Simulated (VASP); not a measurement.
Level of theory: PBE GGA, VASP's PBE PAW potentials (set 64) (plane waves; VASP).

VASP input:

### POSCAR
```
HfB2
1
    1.5386313259    -2.6649878582     0.0000000000
    1.5386313259     2.6649878582     0.0000000000
    0.0000000000     0.0000000000     3.4201209176
Hf B
1 2
Direct
  0.0000000000   1.0000000000   0.0000000000
  0.3333330000   0.6666670000   0.5000000000
  0.6666670000   0.3333330000   0.5000000000
```

**KPOINTS**
```
Regular mesh
0
G
 11 11 9
0 0 0
```

### INCAR
```
! general
SYSTEM  = HfB2
PREC    = Accurate
ENCUT   = 520   ! plane-wave cut-off (eV)
LREAL   = .FALSE.   ! projection in real space or not
LASPH   = .TRUE.

! electronic loop
EDIFF   = 1E-7   ! SCF stop (eV)
NELM    = 100   ! most electronic steps
ALGO    = Normal   ! blocked Davidson
LMAXMIX = 6   ! l cut-off of mixed one-centre charges

! smearing
ISMEAR  = 1   ! Methfessel-Paxton
SIGMA   = 0.1   ! width (eV)

! functional
GGA     = PE   ! PBE

! ions
IBRION  = 2   ! conjugate gradients
NSW     = 30   ! most ionic steps
ISIF    = 4   ! ions and shape, fixed volume
EDIFFG  = -0.01

! output
LWAVE   = .FALSE.
LCHARG  = .FALSE.
```

POTCAR, in this order: Hf_pv B (PBE.64 set). Program: vasp_std.

What VASP printed:

File OSZICAR:
```
       N       E                     dE             d eps       ncg     rms          rms(c)
DAV:   1     0.287437126058E+02    0.28744E+02   -0.84801E+03  1920   0.128E+03
DAV:   2    -0.271349819726E+02   -0.55879E+02   -0.52272E+02  2372   0.244E+02
DAV:   3    -0.287703831089E+02   -0.16354E+01   -0.16058E+01  2532   0.322E+01
DAV:   4    -0.287831221483E+02   -0.12739E-01   -0.12726E-01  2292   0.299E+00
DAV:   5    -0.287832459513E+02   -0.12380E-03   -0.12377E-03  2520   0.233E-01    0.578E+01
DAV:   6    -0.264419523818E+02    0.23413E+01   -0.51810E+00  2264   0.156E+01    0.419E+01
DAV:   7    -0.263957596924E+02    0.46193E-01   -0.17908E+00  2416   0.956E+00    0.119E+01
DAV:   8    -0.263157698142E+02    0.79990E-01   -0.52979E-01  2284   0.527E+00    0.204E+00
DAV:   9    -0.263112412471E+02    0.45286E-02   -0.33859E-02  2212   0.149E+00    0.263E-01
DAV:  10    -0.263112054194E+02    0.35828E-04   -0.81355E-04  2344   0.258E-01    0.365E-01
DAV:  11    -0.263112063583E+02   -0.93898E-06   -0.97911E-05  2288   0.799E-02    0.196E-01
DAV:  12    -0.263112018973E+02    0.44611E-05   -0.94684E-06  2364   0.277E-02    0.195E-02
DAV:  13    -0.263112020861E+02   -0.18881E-06   -0.43362E-07  2308   0.649E-03    0.328E-03
DAV:  14    -0.263112020900E+02   -0.38713E-08   -0.52486E-09  1300   0.682E-04
   1 F= -.26311202E+02 E0= -.26311213E+02  d E =-.263112E+02
       N       E                     dE             d eps       ncg     rms          rms(c)
DAV:   1    -0.263132859281E+02   -0.20838E-02   -0.11227E-01  2068   0.295E+00    0.420E-01
DAV:   2    -0.263124321358E+02    0.85379E-03   -0.14573E-03  2336   0.347E-01    0.181E-01
DAV:   3    -0.263120656836E+02    0.36645E-03   -0.37256E-04  2344   0.158E-01    0.553E-02
DAV:   4    -0.263120432793E+02    0.22404E-04   -0.46171E-05  2548   0.567E-02    0.339E-02
DAV:   5    -0.263120428726E+02    0.40670E-06   -0.21487E-06  2240   0.121E-02    0.163E-02
DAV:   6    -0.263120428441E+02    0.28439E-07   -0.11905E-07  1760   0.345E-03
   2 F= -.26312043E+02 E0= -.26312015E+02  d E =-.840754E-03
       N       E                     dE             d eps       ncg     rms          rms(c)
DAV:   1    -0.263121187669E+02   -0.75894E-04   -0.34059E-03  2064   0.514E-01    0.744E-02
DAV:   2    -0.263120926765E+02    0.26090E-04   -0.44235E-05  2328   0.604E-02    0.315E-02
DAV:   3    -0.263120815521E+02    0.11124E-04   -0.11349E-05  2340   0.275E-02    0.945E-03
DAV:   4    -0.263120809269E+02    0.62523E-06   -0.13974E-06  2532   0.988E-03    0.584E-03
DAV:   5    -0.263120809307E+02   -0.37871E-08   -0.59997E-08  1208   0.208E-03
   3 F= -.26312081E+02 E0= -.26312060E+02  d E =-.878841E-03
```

**OUTCAR**
```
------------------------ aborting loop because EDIFF is reached ----------------------------------------
  FORCE on cell =-STRESS in cart. coord.  units (eV):
  Direction    XX          YY          ZZ          XY          YZ          ZX
  --------------------------------------------------------------------------------------
  Total        3.0677970      3.0677975      3.0669829      0.0000000      0.0000000     -0.0000000
  in kB      175.2410856    175.2411181    175.1945828      0.0000000      0.0000000     -0.0000000
  external PRESSURE =     175.2255955 kB  Pullay stress =       0.0000000 kB
  volume of cell :       28.05
      direct lattice vectors                 reciprocal lattice vectors
     1.541668366 -2.670248186  0.000000000     0.324323967 -0.187248512 -0.000000000
     1.541668366  2.670248186 -0.000000000     0.324323967  0.187248512 -0.000000000
     0.000000000  0.000000000  3.406659095     0.000000000  0.000000000  0.293542727
 POSITION                                       TOTAL-FORCE (eV/Angst)
 -----------------------------------------------------------------------------------
      0.00000      0.00000      0.00000        -0.000000     -0.000000     -0.000000
      1.54167      0.89008      1.70333         0.000000      0.000000      0.000000
      1.54167     -0.89008      1.70333        -0.000000     -0.000000      0.000000
 -----------------------------------------------------------------------------------
    total drift:                                0.000000     -0.000000      0.000000
  FREE ENERGIE OF THE ION-ELECTRON SYSTEM (eV)
  ---------------------------------------------------
  free  energy   TOTEN  =       -26.3120809307 eV

  energy  without entropy=      -26.3120169968  energy(sigma->0) =      -26.31205962

 reached required accuracy - stopping structural energy minimisation
```
(Selected blocks of OUTCAR.)

File CONTCAR:
```
HfB2
   1.00000000000000
     1.5416683662178792   -2.6702481863372025    0.0000000000000000
     1.5416683662178792    2.6702481863372025   -0.0000000000000000
     0.0000000000000000    0.0000000000000000    3.4066590946925874
  Hf              B
     1     2
Direct
     0.0000000000000000    0.0000000000000000    0.0000000000000000
     0.3333330000000032    0.6666669999999968    0.5000000000000000
     0.6666669999999968    0.3333330000000032    0.5000000000000000
```

The compound is HfB2 in the AlB2 type structure. This cell is one point of a volume scan, at 0.94 of the reference volume. Symmetry was kept, so distortions that lower it aren't found.
